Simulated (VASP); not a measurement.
# Ni (Fm-3m) in VASP: a series of runs

The runs below take Ni through single point, with LDA, PBE, PBEsol.

Everything below comes from runs of VASP 6.6.1. Logs are shortened: lines on timing, memory, paths and dates and some standing lists are left out, and cuts for length are marked.

### 1 Starting point

Symmetry: Fm-3m, No. 225, cubic system. The conventional cell has a = 3.520 Å, b = 3.520 Å, c = 3.520 Å, α = 90.00°, β = 90.00°, γ = 90.00°. Ni (site symmetry m-3m) has 12 Ni at 2.49 Å as nearest neighbours.

The cell was built by a generator and needn't be a form met in nature.

### 2 Single point, LDA, collinear spin, ferromagnetic start

Input file INCAR:

```
ALGO = Normal
EDIFF = 1E-7
ENCUT = 300
ISIF = 2
ISMEAR = 1
ISPIN = 2
LASPH = T
LCHARG = F
LMAXMIX = 4
LORBIT = 11
LREAL = F
LWAVE = F
MAGMOM = 0.8
NBANDS = 15
NELM = 120
PREC = Accurate
SIGMA = 0.1
```

Input file KPOINTS:

```
k-points
0
Gamma
  31 31 31
```

Input file POSCAR:

```
Ni
1.0
    0.0000000000      1.7600000000      1.7600000000
    1.7600000000      0.0000000000      1.7600000000
    1.7600000000      1.7600000000      0.0000000000
Ni
1
Direct
    0.0000000000      0.0000000000      0.0000000000
```

Potentials or basis: VASP PAW LDA potentials, release 64 (Ni).

Run with:

```bash
$ cat potpaw_LDA.64/Ni/POTCAR > POTCAR
$ mpirun -np 1 vasp_std > vasp.out
```

OUTCAR:

```text
EDIFF = 1E-7
   ENCUT = 300
   ISIF = 2
   ISMEAR = 1
   ISPIN = 2
   LASPH = T
   LORBIT = 11
   LREAL = F
   NELM = 120
   PREC = Accurate

 ion  position               nearest neighbor table
   1  0.000  0.000  0.000-

  LATTYP: Found a face centered cubic cell.
 ALAT       =     3.5200000000

  Lattice vectors:

 A1 = (   0.0000000000,   1.7600000000,   1.7600000000)
 A2 = (   1.7600000000,   0.0000000000,   1.7600000000)
 A3 = (   1.7600000000,   1.7600000000,   0.0000000000)

Analysis of symmetry for initial positions (statically):
=====================================================================
 Subroutine PRICEL returns:
 Original cell was already a primitive cell.

 Routine SETGRP: Setting up the symmetry group for a
 face centered cubic supercell.

 Subroutine GETGRP returns: Found 48 space group operations
 (whereof 48 operations were pure point group operations)
 out of a pool of 48 trial point group operations.

The static configuration has the point symmetry O_h .

Analysis of symmetry for dynamics (positions and initial velocities):
=====================================================================
 Subroutine PRICEL returns:
 Original cell was already a primitive cell.

 Routine SETGRP: Setting up the symmetry group for a
 face centered cubic supercell.

 Subroutine GETGRP returns: Found 48 space group operations
 (whereof 48 operations were pure point group operations)
 out of a pool of 48 trial point group operations.

The dynamic configuration has the point symmetry O_h .

Analysis of structural, dynamic, and magnetic symmetry:
=====================================================================
 Subroutine PRICEL returns:
 Original cell was already a primitive cell.

 Routine SETGRP: Setting up the symmetry group for a
 face centered cubic supercell.

 Subroutine GETGRP returns: Found 48 space group operations
 (whereof 48 operations were pure point group operations)
 out of a pool of 48 trial point group operations.

The overall configuration has the point symmetry O_h .

 Subroutine INISYM returns: Found 48 space group operations
 (whereof 48 operations are pure point group operations),
 and found     1 'primitive' translations

----------------------------------------------------------------------------------------

                                     Primitive cell

  volume of cell :      10.9036

  direct lattice vectors                    reciprocal lattice vectors
     0.000000000  1.760000000  1.760000000    -0.284090909  0.284090909  0.284090909
     1.760000000  0.000000000  1.760000000     0.284090909 -0.284090909  0.284090909
     1.760000000  1.760000000  0.000000000     0.284090909  0.284090909 -0.284090909

  length of vectors
     2.489015870  2.489015870  2.489015870     0.492059889  0.492059889  0.492059889

  position of ions in fractional coordinates (direct lattice)
[... 126 lines left out ...]

  energy without entropy =       -6.53863472  energy(sigma->0) =       -6.53874689

 E-fermi :   9.0099     XC(G=0): -13.6014

 val. band max:        9.0096182638   @ k =   0.4839   0.3871   0.0968
 cond. band min:       9.0108127250   @ k =   0.4194   0.1935   0.0645
 fundamental gap:      0.0011944611
 Fermi energy:         9.0099237050

 spin component 1

 k-point     1 :       0.0000    0.0000    0.0000
  band No.  band energies     occupation
      1       0.0276      1.00000
      2       6.6678      1.00000
      3       6.6678      1.00000
      4       6.6678      1.00000
      5       7.8208      1.00000
      6       7.8208      1.00000
      7      32.7740      0.00000
      8      36.5040      0.00000
      9      36.5040      0.00000
     10      36.5040      0.00000
     11      39.4991      0.00000
     12      39.4991      0.00000
     13      39.4991      0.00000
     14      42.6560      0.00000
[... 403 lines left out ...]
      4       6.9044      1.00000
      5       7.8249      1.00000
      6       7.9683      1.00000
      7      23.5927      0.00000
      8      32.5977      0.00000
      9      33.2795      0.00000
     10      35.7658      0.00000
     11      38.6573      0.00000
     12      40.9280      0.00000
     13      41.5546      0.00000
     14      45.3017      0.00000
     15      47.4148      0.00000

 [... further k-points ...]

 spin component 2

 k-point     1 :       0.0000    0.0000    0.0000
  band No.  band energies     occupation
      1       0.0650      1.00000
      2       7.2731      1.00000
      3       7.2731      1.00000
      4       7.2731      1.00000
      5       8.3725      1.00000
      6       8.3725      1.00000
      7      32.7514      0.00000
      8      36.5496      0.00000
      9      36.5496      0.00000
     10      36.5496      0.00000
     11      39.6539      0.00000
     12      39.6539      0.00000
     13      39.6539      0.00000
     14      42.6270      0.00000
[... 403 lines left out ...]
      4       7.4890      1.00000
      5       8.4026      1.00000
      6       8.5510      1.00000
      7      23.7629      0.00000
      8      32.6063      0.00000
      9      33.4064      0.00000
     10      35.8778      0.00000
     11      38.7320      0.00000
     12      41.0016      0.00000
     13      41.6147      0.00000
     14      45.4352      0.00000
     15      47.5508      0.00000

 [... further k-points ...]

------------------------ aborting loop because EDIFF is reached ----------------------------------------

  FORCE on cell =-STRESS in cart. coord.  units (eV):
  Direction    XX          YY          ZZ          XY          YZ          ZX
  --------------------------------------------------------------------------------------
  -------------------------------------------------------------------------------------
  Total       -1.2038828     -1.2038828     -1.2038828     -0.0000000      0.0000000      0.0000000
  in kB     -176.8995787   -176.8995787   -176.8995787     -0.0000000      0.0000000      0.0000000
  external PRESSURE =    -176.8995787 kB  Pullay stress =       0.0000000 kB

 VOLUME and BASIS-vectors are now :
 -----------------------------------------------------------------------------
  energy-cutoff  :      300.00
  volume of cell :       10.90
      direct lattice vectors                 reciprocal lattice vectors
     0.000000000  1.760000000  1.760000000    -0.284090909  0.284090909  0.284090909
     1.760000000  0.000000000  1.760000000     0.284090909 -0.284090909  0.284090909
     1.760000000  1.760000000  0.000000000     0.284090909  0.284090909 -0.284090909

 POSITION                                       TOTAL-FORCE (eV/Angst)
 -----------------------------------------------------------------------------------
      0.00000      0.00000      0.00000         0.000000      0.000000      0.000000
 -----------------------------------------------------------------------------------
    total drift:                               -0.000000     -0.000000     -0.000000

  FREE ENERGIE OF THE ION-ELECTRON SYSTEM (eV)
  ---------------------------------------------------
  free  energy   TOTEN  =        -6.5388029804 eV

  energy  without entropy=       -6.5386347185  energy(sigma->0) =       -6.53874689

 total charge

# of ion       s       p       d       tot
------------------------------------------
    1        0.498   0.494   8.313   9.306

 magnetization (x)

# of ion       s       p       d       tot
------------------------------------------
    1       -0.005  -0.019   0.619   0.596
```

Run time: 2 min. Hardware: 1 thread of Intel Xeon Platinum 8259CL at 2.50GHz (Skylake/Cascade Lake), shared host; peak memory 0.2 GiB.

Results:

* Free energy: -6.5388 eV
* Band gap on the k mesh: none (metal or under the smearing width)
* Net moment: 0.59 μB per cell
* Site moments: Ni +0.60 μB
* Valence electrons inside the program's atomic spheres: Ni 9.31

Levels at points of the mesh, in eV from the Fermi level:
Spin up:
```
           k point  band 3  band 4  band 5  band 6  band 7  band 8
(0.00, 0.00, 0.00)   -2.34   -2.34   -1.19   -1.19   23.76   27.49
```
Spin down:
```tsv
k point	band 1	band 2	band 3	band 4	band 5	band 6	band 7	band 8	band 9	band 10
(0.00, 0.00, 0.00)	-8.94	-1.74	-1.74	-1.74	-0.64	-0.64	23.74	27.54	27.54	27.54
```

Caveat: the cutoff is under 1.25 times the usual one of these potentials, so pressure, stress and relaxed cells hold a basis-set (Pulay) error.

### 3 Single point, LDA, collinear spin, ferromagnetic start

Edit INCAR of step 2 so:

```diff
@@ -2,3 +2,3 @@
 EDIFF = 1E-7
-ENCUT = 300
+ENCUT = 520
 ISIF = 2
```

KPOINTS is that of step 2.

POSCAR is that of step 2.

Potentials or basis: VASP PAW LDA potentials, release 64 (Ni).

Run with:

```bash
$ cat potpaw_LDA.64/Ni/POTCAR > POTCAR
$ mpirun -np 1 vasp_std > vasp.out
```

Run time: 6.1 min. Hardware: 1 thread of Intel Xeon Platinum 8259CL at 2.50GHz (Skylake/Cascade Lake), shared host; peak memory 0.29 GiB.

The run converged. Its results:

| Item | Value |
| --- | --- |
| Free energy | -6.5271 eV |
| Pressure | -17.4 GPa |
| Band gap on the k mesh | none (metal or under the smearing width) |
| Net moment | 0.59 μB per cell |
| Site moments | Ni +0.59 μB |
| Valence electrons inside the program's atomic spheres | Ni 9.32 |

Levels at points of the mesh, in eV from the Fermi level:
Spin up:
```tsv
k point	band 3	band 4	band 5	band 6	band 7	band 8
(0.00, 0.00, 0.00)	-2.34	-2.34	-1.19	-1.19	23.77	27.50
```
Spin down:
```tsv
k point	band 3	band 4	band 5	band 6	band 7	band 8
(0.00, 0.00, 0.00)	-1.74	-1.74	-0.64	-0.64	23.74	27.54
```

Caveat: so large a pressure means that the cell lies far from this level's equilibrium, or that cutoff or potentials fall short.

### 4 Single point, PBE, collinear spin, ferromagnetic start

Edit INCAR of step 3 so:

```diff
@@ -3,2 +3,3 @@
 ENCUT = 520
+GGA = PE
 ISIF = 2
```

KPOINTS is that of step 3.

POSCAR is that of step 3.

Potentials or basis: VASP PAW PBE potentials, release 64 (Ni).

Run with:

```bash
$ cat potpaw_PBE.64/Ni/POTCAR > POTCAR
$ mpirun -np 1 vasp_std > vasp.out
```

It took 4.9 min on 1 thread of Intel Xeon Platinum 8259CL at 2.50GHz (Skylake/Cascade Lake), shared host; peak memory 0.3 GiB.

The run converged. Its results:

```yaml
Free_energy: -5.4700 eV
Pressure: -0.3 GPa
Band_gap_on_the_k_mesh: none (metal or under the smearing width)
Net_moment: 0.64 μB per cell
Site_moments: Ni +0.65 μB
Valence_electrons_inside_the_program's_atomic_spheres: Ni 9.31
```

Levels at points of the mesh, in eV from the Fermi level:
Spin up:
| k point | band 2 | band 3 | band 4 | band 5 | band 6 | band 7 | band 8 | band 9 |
| --- | --- | --- | --- | --- | --- | --- | --- | --- |
| (0.00, 0.00, 0.00) | -2.45 | -2.45 | -2.45 | -1.27 | -1.27 | 23.70 | 27.54 | 27.54 |
Spin down:
| k point | band 2 | band 3 | band 4 | band 5 | band 6 | band 7 | band 8 | band 9 |
| --- | --- | --- | --- | --- | --- | --- | --- | --- |
| (0.00, 0.00, 0.00) | -1.68 | -1.68 | -1.68 | -0.68 | -0.68 | 23.53 | 27.52 | 27.52 |

### 5 Single point, PBEsol, collinear spin, ferromagnetic start

Edit INCAR of step 4 so:

```diff
@@ -2,4 +2,4 @@
 EDIFF = 1E-7
-ENCUT = 520
-GGA = PE
+ENCUT = 200
+GGA = PS
 ISIF = 2
```

KPOINTS is that of step 4.

POSCAR is that of step 4.

Run with:

```bash
$ cat potpaw_PBE.64/Ni/POTCAR > POTCAR
$ mpirun -np 1 vasp_std > vasp.out
```

Run time: 67 s. Hardware: 1 thread of Intel Xeon Platinum 8259CL at 2.50GHz (Skylake/Cascade Lake), shared host; peak memory 0.17 GiB.

The run converged, but a check on its numbers failed (symmetry, net force, bounds or a known fault of this set-up), so they aren't taken as properties of the crystal.

Caveat: the cutoff lies under the usual one of these potentials, so the numbers hold a large basis-set error; a pressure of tens of GPa on the cell as given is suspect, and the run, the potentials or the cell itself is likely at fault; the PAW data sets were made with another functional, which shifts forces and pressure a little.

### 6 Summary

| level | potentials or basis | cutoff (eV) | gap on the mesh (eV) | pressure (GPa) | moment (μB) |
| --- | --- | --- | --- | --- | --- |
| LDA | VASP PAW LDA potentials, release 64 (Ni) | 300 | none | - | 0.59 |
| LDA | VASP PAW LDA potentials, release 64 (Ni) | 520 | none | -17.4 | 0.59 |
| PBE | VASP PAW PBE potentials, release 64 (Ni) | 520 | none | -0.3 | 0.64 |

Alike in all rows: task single point; spin collinear, ferromagnetic start; cell as given; k mesh 31 × 31 × 31; smearing methfessel-paxton 0.1 eV.

Caveats: the cutoff is under 1.25 times the usual one of these potentials, so pressure, stress and relaxed cells hold a basis-set (Pulay) error (some runs); so large a pressure means that the cell lies far from this level's equilibrium, or that cutoff or potentials fall short (some runs).

Total energies depend on the potentials used, so only differences within one code and one set of settings carry meaning.
